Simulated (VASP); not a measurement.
VASP runs on RbCl (rock salt) share one base input (PBE GGA, plane waves, VASP's PBE PAW potentials (set 64)) and change the settings named in each case.

File KPOINTS:
```
Automatic mesh
0
Gamma
6 6 6
0 0 0
```

File POSCAR:
```
RbCl
6.71160
  0.0000000000   0.5000000000   0.5000000000
  0.5000000000   0.0000000000   0.5000000000
  0.5000000000   0.5000000000   0.0000000000
Rb Cl
1 1
Cartesian
  0.0000000000   0.0000000000   0.0000000000
  0.5000000000   0.5000000000   0.5000000000
```

INCAR:
```
ALGO = Normal
EDIFF = 1E-6
ENCUT = 400
GGA = PE
ISIF = 2
ISMEAR = 0
LASPH = .True.
LCHARG = .False.
LMAXMIX = 4
LREAL = .False.
LWAVE = .False.
NELM = 100
PREC = Accurate
SIGMA = 0.05
SYSTEM = RbCl
```

POTCAR, in this order: Rb_sv Cl (PBE.64 set). Program: vasp_std.

| change | E(σ→0) (eV/atom) | pressure (GPa) | gap on the mesh (eV) |
|---|---|---|---|
| base run | -3.3380 | -0.08 | 4.81 |
| IVDW = 13 | -3.4370 | ___ | 4.81 |
| GGA = RP | -3.1789 | 1.20 | 5.14 |
| GGA = RE | -3.1785 | 0.97 | 5.12 |
| IVDW = 12 | -3.5095 | ___ | 4.81 |

What belongs in the gaps?

- IVDW = 12, pressure (GPa): -0.79
- IVDW = 13, pressure (GPa): -0.52

Energies of different potentials or functionals have different zeros.

Left out are runs that ran out of time, are held back, or changed the cell or the kind of run, fixed moments of cells without a moment, rows past the twelfth, gaps on odd meshes, pressures of charged cells and columns that move by less than the noise.

The compound is RbCl in the rock salt structure. The cell was not relaxed at this level.
